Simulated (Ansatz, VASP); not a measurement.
# Two plane-wave programs on CaYS6

```xyz
8
Lattice="5.1931 0.0000 0.0000 0.0000 5.1931 0.0000 0.0000 0.0000 5.1931" Properties=species:S:1:pos:R:3 pbc="T T T"
Ca    0.0000    0.0000    0.0000
Y     2.5965    2.5965    2.5965
S     0.0000    2.5965    2.5965
S     2.5965    0.0000    2.5965
S     2.5965    2.5965    0.0000
S     2.5965    0.0000    0.0000
S     0.0000    2.5965    0.0000
S     0.0000    0.0000    2.5965
```

Alike in both runs: task relaxation of cell and atoms; functional PBE; k mesh 4 × 4 × 4; occupations gaussian, width 0.1 eV; no spin polarisation.

```csv
,VASP,Ansatz
version,VASP 6.6.1,Ansatz 0.2.0
potentials or method,"VASP PAW PBE potentials, release 64 (Ca_sv, Y_sv, S)","scalar-relativistic, plane waves, PAW"
plane-wave cutoff (eV),600,420
valence electrons in the cell,57,57
```

|  | VASP | Ansatz | Ansatz less VASP |
| --- | --- | --- | --- |
| gap on the k mesh at the Fermi level, each at its own relaxed structure (eV) | none | none | - |
| relaxed volume (Å³/atom) | 21.49 | 21.50 | +0.010 |
| relaxed cell length with the largest relative difference (Å) | 5.561 | 5.562 | +0.0008 |
| energy change over the relaxation (meV/atom) | -206 | -206 | +0.5 |

A gap of «none» marks a metal or a gap that the smearing closes.

Caveats: the volume moved by over 15 % at a fixed basis, so the end points are rough.
